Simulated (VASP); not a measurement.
Consider the following.

```
SnSe2
1.0
    3.75162     0.00000     0.00000
   -1.87581     3.24899     0.00000
    0.00000     0.00000     6.33346
Sn Se
1 2
Direct
  0.00000   0.00000   0.00000
  0.66667   0.33333   0.75710
  0.33333   0.66667   0.24290
```

All values below come from PBEsol GGA, VASP's PBE PAW potentials (set 64) (plane waves; VASP). Numerical set-up: 300 eV cut-off, 10×10×5 Γ-centred mesh, Gaussian smearing of 0.010 eV, potentials Sn_d Se.

At this cut-off the stress carries a Pulay error, which pulls relaxed volumes low. Energy and stress use the plane-wave basis of the starting cell.

**Question.** The ions, cell shape and volume at an external pressure of 2.0 GPa are relaxed. Which structure does the run end with?

**Answer.** 
```
SnSe2
1.0
    3.79577     0.00000     0.00000
   -1.89788     3.28723     0.00000
    0.00000     0.00000     5.79913
Sn Se
1 2
Cartesian
  0.00000   0.00000   0.00000
  1.89788   1.09574   4.21240
  0.00000   2.19149   1.58673
```
Space group P-3m1 (164), at a tolerance of 0.03 Å.

**Question.** How do energy and volume change from the first to the last step?

**Answer.** The energy (σ→0) changes by -16.4 meV/atom and the volume by -6.3 %, in 21 ionic steps.

```tsv
step	E(σ→0) (eV)	max force (eV/Å)	pressure (GPa)	volume (Å³)
1	-12.9058	0.771	4.22	77.20
2	-12.9667	0.134	-0.88	81.26
3	-12.9633	0.251	1.22	79.39
4	-12.9638	0.206	1.38	78.54
5	-12.9535	0.071	1.95	76.05
6	-12.8717	0.210	3.68	71.21
7	-12.9415	0.023	2.38	74.85
8	-12.9456	0.011	2.27	74.52
9	-12.9529	0.024	2.10	73.50
10	-12.9402	0.093	2.32	71.39
11	-12.9457	0.075	2.26	71.78
12	-12.9534	0.043	1.98	72.27
13	-12.9570	0.025	1.82	72.55
14	-12.9545	0.033	2.14	72.34
15	-12.9556	0.011	2.02	72.42
16	-12.9558	0.011	1.99	72.44
17	-12.9561	0.012	1.95	72.46
18	-12.9556	0.015	2.01	72.41
19	-12.9551	0.017	2.04	72.37
20	-12.9550	0.012	2.00	72.37
21	-12.9550	0.001	1.95	72.36
```

The structure comes from a computed database's SnSe2 entry; how it stands against other phases isn't given here. This run relaxes it under an external pressure of 2 GPa. Symmetry was kept, so distortions that lower it aren't found. The run is one of a series of settings (EDIFFG = -0.01, IBRION = 2, ISIF = 3, NSW = 50, PSTRESS = 20 against the base run), some of them coarse on purpose.
